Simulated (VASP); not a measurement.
BaS (rock salt):

```yaml
crystal:
  lattice:
    - [0.00000, 3.19500, 3.19500]
    - [3.19500, 0.00000, 3.19500]
    - [3.19500, 3.19500, 0.00000]
  atoms:
    - { symbol: Ba, position: [0.00000, 0.00000, 0.00000] }
    - { symbol: S, position: [0.50000, 0.50000, 0.50000] }
```

The lowest empty band near X, direction across the valley's axis, from PBE with spin-orbit coupling in VASP (PAW); its two spin partners are averaged. The gap over the points computed is 2.06 eV, and the next band on that side lies 3.82 eV away at the edge.

Run with 400 eV cut-off, 8×8×8 Γ-centred mesh, Gaussian smearing of 0.050 eV, potentials Ba_sv S.

```csv
distance from the edge in k (1/Å),distance in energy (meV)
0.018,3.9
0.025,7.5
0.035,14.7
0.050,30.0
0.070,58.5
```

Q: Fit E(1 + αE) = ħ²k²/2m* (ħ²/2m0 = 3.810 eV Å²) and predict the row at 0.095 1/Å.

A: The rows don't resolve α, so a parabola serves: the electron mass is m* = 0.319 m0, and so 107.9 meV. The run gave 106.8 meV, -1.1 meV from the fit.

Left out are points under 3 meV from the edge, since the levels carry 0.1 meV, and points farther than half the way to the next band.

The compound is BaS in the rock salt structure. The cell was not relaxed at this level.
